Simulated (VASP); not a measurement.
An input for Quantum ESPRESSO's pw.x (written as the equivalent of a VASP run, and not itself run):

```
&CONTROL
  calculation = 'scf'
  pseudo_dir = './pseudo'
  outdir = './out'
  tprnfor = .true.
  tstress = .true.
/
&SYSTEM
  ibrav = 0
  nat = 2
  ntyp = 2
  ecutwfc = 100
  occupations = 'smearing'
  smearing = 'gaussian'
  degauss = 0.0147
  input_dft = 'pbe'
/
&ELECTRONS
  conv_thr = 7.3e-08
  electron_maxstep = 100
/
ATOMIC_SPECIES
  Lu 174.967 Lu.upf
  N 14.007 N.upf
CELL_PARAMETERS angstrom
     1.6547940    0.9553960    2.8321720
    -1.6547940    0.9553960    2.8321720
     0.0000000   -1.9107910    2.8321720
ATOMIC_POSITIONS crystal
  Lu   0.7624000  0.7624000  0.7624000
  N    0.2376000  0.2376000  0.2376000
K_POINTS automatic
  5 5 5 0 0 0
```

### Question
Translate this input to VASP (INCAR, KPOINTS, POSCAR, choice of POTCAR).

### Answer
One answer among several that fit: 
POSCAR:
```
LuN
3.4164780
  0.4843566972   0.2796435393   0.8289741658
 -0.4843566972   0.2796435393   0.8289741658
  0.0000000000  -0.5592867860   0.8289741658
Lu N
1 1
Cart
  0.0000000000   0.0000002232   1.8960297120
 -0.0000000000   0.0000000695   0.5908927854
```

INCAR:
```
SYSTEM = LuN
PREC = Accurate; ENCUT = 400; LREAL = .FALSE.
LASPH = .TRUE.
EDIFF = 1E-6; NELM = 100; ALGO = Normal
LMAXMIX = 6
ISMEAR = 0; SIGMA = 0.2
GGA = PE
ISIF = 2
LWAVE = .FALSE.; LCHARG = .FALSE.
```

### KPOINTS
```
Automatic mesh
0
Gamma
5 5 5
0 0 0
```

POTCAR, in this order: Lu_3 N (PBE.64 set). Program: vasp_std.

Limits of the translation: the potentials are each code's own (VASP's PAW set, PseudoDojo norm-conserving files in pw.x), so ENCUT and ecutwfc are chosen apart and not converted; conv_thr bounds pw.x's estimated SCF error, while EDIFF bounds the energy change between steps.

The structure was generated: LuN was put into an ordered model structure, which need not be its known phase. The cell was not relaxed at this level. The k-mesh is coarse (spacing up to 0.46 per Å, 2π included), so the numbers may not be converged in it. The run is one of a series of settings (KPOINTS 5×5×5 Γ-centred mesh against the base run), some of them coarse on purpose.
